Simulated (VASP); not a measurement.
Method: PBE GGA with spin-orbit coupling, VASP's PBE PAW potentials (set 64) (plane waves; VASP).

VASP input:

File POSCAR:
```
NiSb
1
    1.9650000000    -3.4034800000     0.0000000000
    1.9650000000     3.4034800000     0.0000000000
    0.0000000000     0.0000000000     5.1300000000
Ni Sb
2 2
Direct
  0.0000000000   0.0000000000   0.5000000000
  0.0000000000   0.0000000000   0.0000000000
  0.3333330000   0.6666670000   0.2500000000
  0.6666670000   0.3333330000   0.7500000000
```

KPOINTS:
```
Automatic mesh
0
Gamma
8 8 6
0 0 0
```

INCAR:
```
SYSTEM = NiSb
PREC = Accurate
ENCUT = 400
EDIFF = 1E-6
NELM = 100
ALGO = Normal
LREAL = .FALSE.
LASPH = .TRUE.
ISMEAR = 1
SIGMA = 0.1
GGA = PE
LMAXMIX = 4
LWAVE = .FALSE.
LCHARG = .FALSE.
ISIF = 2
LSORBIT = .TRUE.
MAGMOM = 0 0 0 0 0 0 0 0 0 0 0 0
GGA_COMPAT = .FALSE.
```

POTCAR, in this order: Ni Sb (PBE.64 set). Program: vasp_ncl.

The resulting files:

OUTCAR:
```
 ion  position               nearest neighbor table
   1  0.000  0.000  0.500-   2 2.56   2 2.56   4 2.61   3 2.61   4 2.61   3 2.61   4 2.61   3 2.61
  LATTYP: Found a hexagonal cell.
 ALAT       =     3.9300001413
 C/A-ratio  =     1.3053434645
 Subroutine PRICEL returns:
 Original cell was already a primitive cell.
 Subroutine GETGRP returns: Found 24 space group operations
The static configuration has the point symmetry D_3d.
 The point group associated with its full space group is D_6h.
The dynamic configuration has the point symmetry D_3d.
The overall configuration has the point symmetry D_3d.
 Subroutine INISYM returns: Found 24 space group operations
 Subroutine IBZKPT returns following result:
 Found     40 irreducible k-points:

 Following reciprocal coordinates:
            Coordinates               Weight
  0.000000  0.000000  0.000000      1.000000
  0.125000 -0.000000  0.000000      6.000000
  0.250000 -0.000000  0.000000      6.000000
  0.375000  0.000000  0.000000      6.000000
  0.500000 -0.000000  0.000000      3.000000
  0.125000  0.125000  0.000000      6.000000
  0.250000  0.125000  0.000000     12.000000
  0.375000  0.125000  0.000000     12.000000
  0.250000  0.250000  0.000000      6.000000
  0.375000  0.250000  0.000000      6.000000
  0.000000  0.000000  0.166667      2.000000
  0.125000 -0.000000  0.166667     12.000000
  0.250000 -0.000000  0.166667     12.000000
  0.375000  0.000000  0.166667     12.000000
  0.500000 -0.000000  0.166667      6.000000
  0.125000  0.125000  0.166667     12.000000
  0.250000  0.125000  0.166667     24.000000
  0.375000  0.125000  0.166667     24.000000
  0.250000  0.250000  0.166667     12.000000
  0.375000  0.250000  0.166667     12.000000
  0.000000  0.000000  0.333333      2.000000
  0.125000 -0.000000  0.333333     12.000000
...
```

File OSZICAR:
```
       N       E                     dE             d eps       ncg     rms          rms(c)
DAV:   1     0.181591645209E+03    0.18159E+03   -0.10257E+04  3040   0.133E+03
DAV:   2    -0.829379038876E+01   -0.18989E+03   -0.18413E+03  3070   0.328E+02
DAV:   3    -0.214005987287E+02   -0.13107E+02   -0.12594E+02  3538   0.106E+02
DAV:   4    -0.218206670249E+02   -0.42007E+00   -0.41673E+00  3460   0.177E+01
DAV:   5    -0.218350356137E+02   -0.14369E-01   -0.14363E-01  3990   0.328E+00    0.136E+01
DAV:   6    -0.245262438151E+02   -0.26912E+01   -0.34149E+01  3554   0.109E+02    0.176E+01
DAV:   7    -0.204090865933E+02    0.41172E+01   -0.11991E+01  3420   0.774E+01    0.429E+00
DAV:   8    -0.204889377798E+02   -0.79851E-01   -0.18331E+00  4220   0.124E+01    0.288E+00
DAV:   9    -0.204205355333E+02    0.68402E-01   -0.27945E-01  3542   0.963E+00    0.724E-01
DAV:  10    -0.204213675388E+02   -0.83201E-03   -0.10624E-02  3250   0.105E+00    0.498E-01
DAV:  11    -0.204211871828E+02    0.18036E-03   -0.68377E-04  3518   0.251E-01    0.279E-01
DAV:  12    -0.204206727151E+02    0.51447E-03   -0.16796E-03  3972   0.787E-01    0.272E-02
DAV:  13    -0.204206894386E+02   -0.16723E-04   -0.18237E-04  3250   0.105E-01    0.418E-02
DAV:  14    -0.204206860322E+02    0.34064E-05   -0.72948E-06  4414   0.332E-02    0.166E-02
DAV:  15    -0.204206866951E+02   -0.66294E-06   -0.35229E-06  3696   0.197E-02
   1 F= -.20420687E+02 E0= -.20420693E+02  d E =0.197320E-04  mag=    -0.0000     0.0000     0.0000
```

### OUTCAR
```
------------------------ aborting loop because EDIFF is reached ----------------------------------------
  FORCE on cell =-STRESS in cart. coord.  units (eV):
  Direction    XX          YY          ZZ          XY          YZ          ZX
  --------------------------------------------------------------------------------------
  Total        1.4382704      1.4382705      1.2206111      0.0000000      0.0000000      0.0000000
  in kB       33.5828851     33.5828883     28.5006502      0.0000000      0.0000000      0.0000000
  external PRESSURE =      31.8888079 kB  Pullay stress =       0.0000000 kB
  volume of cell :       68.62
      direct lattice vectors                 reciprocal lattice vectors
     1.965000000 -3.403480000  0.000000000     0.254452926 -0.146908458  0.000000000
     1.965000000  3.403480000  0.000000000     0.254452926  0.146908458  0.000000000
     0.000000000  0.000000000  5.130000000     0.000000000  0.000000000  0.194931774
 POSITION                                       TOTAL-FORCE (eV/Angst)
 -----------------------------------------------------------------------------------
      0.00000      0.00000      2.56500         0.000000      0.000000     -0.000000
      0.00000      0.00000      0.00000         0.000000      0.000000     -0.000000
      1.96500      1.13450      1.28250         0.000000     -0.000000     -0.000000
      1.96500     -1.13450      3.84750         0.000000      0.000000      0.000000
 -----------------------------------------------------------------------------------
    total drift:                                0.000000      0.000000      0.000000
  FREE ENERGIE OF THE ION-ELECTRON SYSTEM (eV)
  ---------------------------------------------------
  free  energy   TOTEN  =       -20.4206866951 eV

  energy  without entropy=      -20.4207064271  energy(sigma->0) =      -20.42069327

 Ion:    1  E_soc:     -0.0149132

 Ion:    2  E_soc:     -0.0149132

 Ion:    3  E_soc:     -0.1174022

 Ion:    4  E_soc:     -0.1174022
```
(Selected blocks of OUTCAR.)

The compound is NiSb in the NiAs type structure. The cell was not relaxed at this level. The run is one of a series of settings (GGA_COMPAT = .FALSE., LSORBIT = .TRUE., MAGMOM = 0 0 0 0 0 0 0 0 0 0 0 0, program vasp_ncl against the base run), some of them coarse on purpose.
